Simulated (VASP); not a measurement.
## GaB: changing the functional

Symmetry: P4/mmm, No. 123, tetragonal system. The conventional cell has a = 2.718 Å, b = 2.718 Å, c = 3.236 Å, α = 90.00°, β = 90.00°, γ = 90.00°. Ga (site symmetry 4/mmm) has 8 B at 2.51 Å and 4 Ga at 2.72 Å as nearest neighbours. B (site symmetry 4/mmm) has 8 Ga at 2.51 Å and 4 B at 2.72 Å as nearest neighbours.

The cell comes from a database or a generator and needn't be the stable form of this composition.

Kept alike: task band structure; k mesh 10 × 10 × 8; occupations fermi-dirac, width 0.05 eV; no spin polarisation. Program: VASP, PBE PAW files B, Ga_d, 520 eV. The mesh is that of the run's cell of 2 atoms. No spin-orbit coupling.

```csv
functional,pressure (GPa)
SCAN,-3.80
TPSS,-1.79
r2SCAN,-2.78
```

Pressure is positive in compression; the values hold the error of the finite cutoff, so their zero can differ a little from the energy's minimum. For a metal such a mesh leaves the last digits unconverged. Runs of this series that gave no sound value for these columns are left out. All rows use potentials made for PBE.

What does the functional change here?

The pressure runs from -3.80 (SCAN) to -1.79 GPa (TPSS). A positive pressure means that the functional's own cell is larger than the one given, a negative one that it is smaller.
